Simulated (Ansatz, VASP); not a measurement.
# GaSb in two plane-wave programs

Wanted: the spread between two codes on one cell, functional and k mesh. The structure shown comes from an earlier Ansatz run, which isn't shown and may have moved the atoms alone. Other levels of theory on this material are compared in a session of their own.

Program: Ansatz 0.2.0. Level of theory: plane waves, with VASP 6.6.1 beside it; elastic constants at PBEsol. Results are calculated unless marked as measured.

## Step 1: The structure

The structure is cubic, space group F-43m (No. 216). The conventional cell has a = 6.111 Å, b = 6.111 Å, c = 6.111 Å, α = 90.00°, β = 90.00°, γ = 90.00°. Nearest to Ga lie 4 Sb at 2.65 Å. Nearest to Sb lie 4 Ga at 2.65 Å. Farther neighbours are not listed.

## Step 2: Ansatz: elastic constants, PBEsol

Ansatz runs on its default PAW (the set named soft_2) files.

Elastic constants are differences of stresses under small strains, so they test the stress and the mesh.

Input file input.yaml:

```yaml
crystal:
  lattice:
    - [0.0, 3.0556247184, 3.0556247184]
    - [3.0556247184, 0.0, 3.0556247184]
    - [3.0556247184, 3.0556247184, 0.0]
  atoms:
    - { symbol: Ga, position: [0.0, 0.0, 0.0] }
    - { symbol: Sb, position: [0.25, 0.25, 0.25] }
kpoints:
  mp_grid: { grid: [10, 10, 10] }
hamiltonian:
  xc: pbesol
scf:
  occupations: { method: gaussian, width: 0.1 }
output:
  forces: true
  stress: true
  eigenvalues: true
elastic:
  mode: relaxed_ion
  stencil: two_point
```

Launch:

```sh
> ansatz run input.yaml --threads 4 --pin off --max-ram 8192MiB --backend cpu --events-out ev --progress --plain --runs-dir out
```

Numbers of over 12 decimals in the logs are rounded to 6 here.

Log:

```text
Engine: ansatz 0.2.0, aarch64-unknown-linux-gnu
Pseudopotentials: kind: paw
Pseudopotential: Ga, paw, valence charge 13, recommended cutoff 420 eV (normal), Ga.paw.azcp
Pseudopotential: Sb, paw, valence charge 15, recommended cutoff 420 eV (normal), Sb.paw.azcp
Functional definition: PBEsol
  exchange = pbesol_x
  correlation = pbesol_c
Crystal: 2 atoms, lattice volume = 57.060 Å³
Basis set: ecut = 420 eV, 1139 PW (Γ), exchange–correlation on 60×60×60 points (8 copies of the dense FFT grid, shifted against one another)
Bands: 18, of which v1, the nominal top of the filled ones, is band 14 counted from 1 (13 counted from 0)
Symmetry: 24 space group operations
Space group: F-43m (ITA 216), of the structure as read, at distance tolerance 3.8e-5 Å
k-points: 47 of 1000 (time reversal used)
Non-local potential: Ga, projectors of the file, l = 0: 2, l = 1: 2, l = 2: 3, l = 3: 1
Non-local potential: Sb, projectors of the file, l = 0: 2, l = 1: 2, l = 2: 2, l = 3: 2
PAW form: soft (Blöchl's): semilocal exchange-correlation on the pseudo side does not see the compensation charge
PAW frozen core: Ga, regenerated for the run's functional, and the local potential with it (the file was generated under x = pbe(κ = 0.804, μ = 0.219515), c = pbe(β = 0.066725))
PAW frozen core: Sb, regenerated for the run's functional, and the local potential with it (the file was generated under x = pbe(κ = 0.804, μ = 0.219515), c = pbe(β = 0.066725))
PAW one-centre angular grid: Ga, 590 points (default); XC on 64 Gauss nodes
PAW one-centre angular grid: Sb, 590 points (default); XC on 64 Gauss nodes
Initial density: superposition of atomic densities (neutral atoms: chi_scale 0, normalization atom), corrected by the library's trained network
Initial wavefunctions: pseudopotential atomic-orbital guess
Functional: x = pbesol(κ = 0.804, μ = 0.123457), c = pbesol(β = 0.046)
SCF iter   1: F=—  HF=-10151.535806 eV  |F-HF|=—  |Δ(HF+E_count)|=         —  Δρ=2.60e-3  dr2=5.11e-3  ethr=1.77e-3  ⟨swp⟩=5.9  Hψ=4230  notcnv=0
preconditioner: auto → none  [insulator: Δε(μ)=0.341 eV  Ē_g=14.518 eV  σ=0.100 eV  W_gap=0.74  n_scr=14 (ndim 8)  ℏωp=20.9 eV  f_vac=0.091  D(μ)=0.04/eV (n_scr^D=0)  ε∞_Penn≈3.1]
SCF iter   2: F=—  HF=-10151.532824 eV  |F-HF|=—  |Δ(HF+E_count)|=   2.98e-3  Δρ=1.14e-3  dr2=5.79e-4  ethr=1.83e-5  ⟨swp⟩=2.0  Hψ=1614  notcnv=0
SCF iter   3: F=—  HF=-10151.532984 eV  |F-HF|=—  |Δ(HF+E_count)|=   1.61e-4  Δρ=2.83e-4  dr2=4.05e-5  ethr=2.07e-6  ⟨swp⟩=2.3  Hψ=1431  notcnv=0
SCF iter   4: F=—  HF=-10151.532994 eV  |F-HF|=—  |Δ(HF+E_count)|=   1.00e-5  Δρ=1.82e-4  dr2=1.23e-5  ethr=1.45e-7  ⟨swp⟩=2.1  Hψ=1424  notcnv=0
SCF iter   5: F=—  HF=-10151.532987 eV  |F-HF|=—  |Δ(HF+E_count)|=   7.60e-6  Δρ=3.40e-5  dr2=5.89e-7  ethr=4.41e-8  ⟨swp⟩=2.0  Hψ=1270  notcnv=0
SCF iter   6: F=—  HF=-10151.532988 eV  |F-HF|=—  |Δ(HF+E_count)|=   8.16e-7  Δρ=7.00e-6  dr2=2.64e-8  ethr=2.10e-9  ⟨swp⟩=2.3  Hψ=1342  notcnv=0
SCF iter   7: F=—  HF=-10151.532988 eV  |F-HF|=—  |Δ(HF+E_count)|=   1.53e-8  Δρ=1.79e-6  dr2=1.36e-9  ethr=9.43e-11  ⟨swp⟩=2.0  Hψ=1505  notcnv=0
SCF iter   8: F=—  HF=-10151.532988 eV  |F-HF|=—  |Δ(HF+E_count)|=   2.05e-9  Δρ=3.56e-7  dr2=3.01e-11  ethr=4.86e-12  ⟨swp⟩=2.0  Hψ=1505  notcnv=0
SCF iter   9: F=—  HF=-10151.532988 eV  |F-HF|=—  |Δ(HF+E_count)|=  1.64e-11  Δρ=1.66e-7  dr2=7.74e-12  ethr=1.08e-13 (applied; sched 1.00e-12)  ⟨swp⟩=2.6  Hψ=1338  notcnv=0
SCF iter  10: F=-10151.532988 eV  HF=-10151.532988 eV  |F-HF|=0.00e0  |Δ(HF+E_count)|=  5.46e-12  Δρ=1.06e-8  dr2=3.10e-14  ethr=1.00e-12  ⟨swp⟩=4.0  Hψ=3815  notcnv=0
SCF 1 converged in 10 iterations: F = -10151.532988 eV  dr2 = 3.10e-14
  greatest PAW one-centre occupation: 0.996 electrons in one spin orbital (limit 2), on the Sb atom at site 1 (counted from 0), in its partial waves of l = 2
Crystal: 2 atoms, lattice volume = 56.946 Å³
Basis set: ecut = 420 eV, 1131 PW (Γ), exchange–correlation on 60×60×60 points (8 copies of the dense FFT grid, shifted against one another)
Symmetry: 8 space group operations
k-points: 102 of 1000 (time reversal used)
Initial density: handed on by an earlier stage of this run
Initial wavefunctions: those handed on with the density
iter 1 solved again at ethr=2.26e-8 eV; its pass at ethr=3.10e-3 eV (dr2=6.33e-6 eV) is discarded
SCF iter   1: F=—  HF=-10151.532929 eV  |F-HF|=—  |Δ(HF+E_count)|=         —  Δρ=9.23e-5  dr2=4.41e-6  ethr=2.26e-8  ⟨swp⟩=3.0  Hψ=11690  notcnv=0
preconditioner: auto → none  [insulator: Δε(μ)=0.344 eV  Ē_g=14.549 eV  σ=0.100 eV  W_gap=0.70  n_scr=14 (ndim 8)  ℏωp=20.9 eV  f_vac=0.077  D(μ)=0.04/eV (n_scr^D=0)  ε∞_Penn≈3.1]
SCF iter   2: F=—  HF=-10151.532929 eV  |F-HF|=—  |Δ(HF+E_count)|=   2.83e-7  Δρ=4.43e-5  dr2=8.92e-7  ethr=1.57e-8  ⟨swp⟩=1.0  Hψ=1836  notcnv=0
[...]
SCF iter   6: F=—  HF=-10151.532959 eV  |F-HF|=—  |Δ(HF+E_count)|=    0.00e0  Δρ=2.38e-8  dr2=1.78e-13  ethr=3.77e-14 (applied; sched 1.00e-12)  ⟨swp⟩=2.6  Hψ=4243  notcnv=0
SCF iter   7: F=-10151.532959 eV  HF=-10151.532959 eV  |F-HF|=1.82e-12  |Δ(HF+E_count)|=    0.00e0  Δρ=1.17e-8  dr2=7.54e-14  ethr=1.00e-12  ⟨swp⟩=5.0  Hψ=11302  notcnv=0
SCF 6 converged in 7 iterations: F = -10151.532959 eV  dr2 = 7.54e-14
relax step   3: F+E_penalty+E_count = -10151.53295863 eV  Δ(F+E_penalty+E_count) = -5.795e-6 eV  max|allowed force component| = 8.241e-7 eV/Å  Δτ_max = 0.0006 Å  (7 SCF iters, accepted)
[...]
relax step   1: F+E_penalty+E_count = -10151.53294565 eV  Δ(F+E_penalty+E_count) = +0.000e0 eV  max|allowed force component| = 1.422e-2 eV/Å  Δτ_max = 0.0000 Å  (9 SCF iters, accepted)
[...]
relax step   2: F+E_penalty+E_count = -10151.53295863 eV  Δ(F+E_penalty+E_count) = -1.298e-5 eV  max|allowed force component| = 2.030e-6 eV/Å  Δτ_max = 0.0009 Å  (8 SCF iters, accepted)
iter 1 solved again at ethr=1.00e-12 eV; its pass at ethr=3.10e-3 eV (dr2=6.27e-14 eV) is discarded
SCF iter   1: F=—  HF=-10151.532959 eV  |F-HF|=—  |Δ(HF+E_count)|=         —  Δρ=1.91e-8  dr2=9.46e-14  ethr=1.00e-12  ⟨swp⟩=2.6  Hψ=17076  notcnv=0
SCF iter   2: F=-10151.532959 eV  HF=-10151.532959 eV  |F-HF|=1.82e-12  |Δ(HF+E_count)|=   8.22e-7  Δρ=1.14e-8  dr2=7.00e-14  ethr=1.00e-12  ⟨swp⟩=6.0  Hψ=12907  notcnv=0
SCF 10 converged in 2 iterations: F = -10151.532959 eV  dr2 = 7.00e-14
SCF converged after 10 iterations
Free energy (F): -10151.532988 eV
Harris-Foulkes:  -10151.532988 eV  (|F-HF|=0.00e0)
Internal energy: -10151.532801 eV  (E = F + TS)
E sigma→0 (E₀):  -10151.532894 eV
Entropy (-TS):   -0.000187 eV (-0.094 meV/atom)
Fermi energy:    7.655953 eV
--- Per-component energies (eV) ---
  E_band       = -263.549559
  E_kinetic    = 323.630901
  E_local      = -3912.313011  (includes V_loc(G=0)·N_el)
  E_nonlocal   = 790.182149
  E_hartree    = 1797.905169
  E_xc         = -205.840825
  E_vxc        = -154.534996  (∫ρ·V_xc dr)
  E_paw        = -6449.617962  (= ΣΔE_a)
  E_vpaw       = -906.324830  (= ΣTr[D̂ρ^β])
  E_aug_tail   = -0.000104  (compensation charges beyond the density's cutoff)
  E_ewald      = -2496.673953
  E_core_change = 1.194835  (= ΣΔE_core)
  E_smearing   = -0.000187  (= −TS)
  E_closure    = 0.000000  (closes the sum)
  Σ components = -10151.532988   (vs F -10151.532988, Δ=0.00e0)
--- Forces (eV/Å), atoms counted from 1 ---
  atom   1  Ga     0.00000000     0.00000000     0.00000000
  atom   2  Sb    -0.00000000    -0.00000000    -0.00000000
  max |Σ_I F_I| component: 5.55e-17 eV/Å
--- Stress (GPa, compression-positive) ---
        0.000173       0.000000      -0.000000
        0.000000       0.000173       0.000000
       -0.000000       0.000000       0.000173
  P = ⅓ Tr σ = 0.0002 GPa (0.002 kbar)
--- Band table (eV; the first three rows and the last of 47) ---
  k-point 0: bands = [... 10 lower, -3.9203, 7.6067, 7.6067, 7.6067, 7.6086, 10.3757, 10.3757, 10.3757]
  k-point 1: bands = [... 10 lower, -3.8169, 6.0026, 7.4337, 7.4337, 8.5611, 10.6131, 10.6131, 10.7524]
  k-point 2: bands = [... 10 lower, -3.5159, 4.3381, 7.0786, 7.0786, 8.5146, 11.0678, 11.0678, 11.9972]
  k-point 46: bands = [... 10 lower, -1.4185, 0.9037, 4.2859, 4.4898, 10.6907, 10.9555, 12.9742, 12.9790]
--- Elastic constants: 2 strain directions × 2 members + reference (group order 24) ---
  dense FFT box of the reference and of every strained cell: 30×30×30
  strains applied: 11, 23; error gains: componentwise 1.00 (the most a stress slope's error grows in a printed constant), spectral 1.73 (1 for all six strains in a standard setting)
  C = ∂σ_k/∂η_j (tension-positive GPa; Voigt order 11 22 33 23 13 12):
        80.026     36.347     36.347      0.000     -0.000     -0.000
        36.347     80.026     36.347      0.000      0.000      0.000
        36.347     36.347     80.026      0.000      0.000     -0.000
         0.000     -0.000      0.000     38.862      0.000     -0.000
        -0.000     -0.000      0.000     -0.000     38.862      0.000
         0.000     -0.000      0.000     -0.000      0.000     38.862
  reference stress σ⁰ (GPa):     -0.000     -0.000     -0.000     -0.000      0.000     -0.000
  C* (energy form; C + prestress term) asymmetry max|C*_kj − C*_jk| = 7.105e-15 GPa — a small one proves nothing (zero by symmetry where the batch's group is 432, −43m or m−3m); a large one is finite-difference/SCF noise where every solve meets its electron count
  moduli (Voigt/Reuss/Hill, GPa): K = 50.91/50.91/50.91   G = 32.05/29.63/30.84   E = 76.97   ν = 0.248
  mechanically stable: yes (min eigenvalue of sym C = 38.86 GPa)
  strain η (Voigt 11):  stress-route row diagonal C_11 = 80.03 GPa, energy-path curvature d²(F+E_count+ΔE)/dδ²/Ω₀ = 80.01 GPa
         δ    σ_11 (GPa)             F (eV)   n_scf  n_hpsi   n_pw
    -2.000e-3      -0.1607      -10151.5329278       8   35195   1131   relax 0 steps, max|allowed force component| 5.55e-17 eV/Å
     2.000e-3       0.1594      -10151.5329311       6   31634   1139   relax 0 steps, max|allowed force component| 5.55e-17 eV/Å
  strain η (Voigt 23):  stress-route row diagonal C_44 = 38.86 GPa, energy-path curvature d²(F+E_count+ΔE)/dδ²/Ω₀ = 38.88 GPa
         δ    σ_23 (GPa)             F (eV)   n_scf  n_hpsi   n_pw
    -2.000e-3      -0.0777      -10151.5329586       3   36128   1139   relax 3 steps, max|allowed force component| 8.24e-7 eV/Å
     2.000e-3       0.0777      -10151.5329586       2   31823   1139   relax 2 steps, max|allowed force component| 2.03e-6 eV/Å
```

(Continued in part 2 of 2.)

[Lines on the potential files, build, host, timing and source positions are cut from VASP's logs without a mark.]

[Logs are printed without paths, hosts, clocks, repeated set-up lines and the standing remarks that a program may print on its own settings, such as how far it seeks lower states.]

[Hosts, paths, dates, database ids (printed as entryN), source tags and the programs' standing remarks are cut or masked in the printed files.]
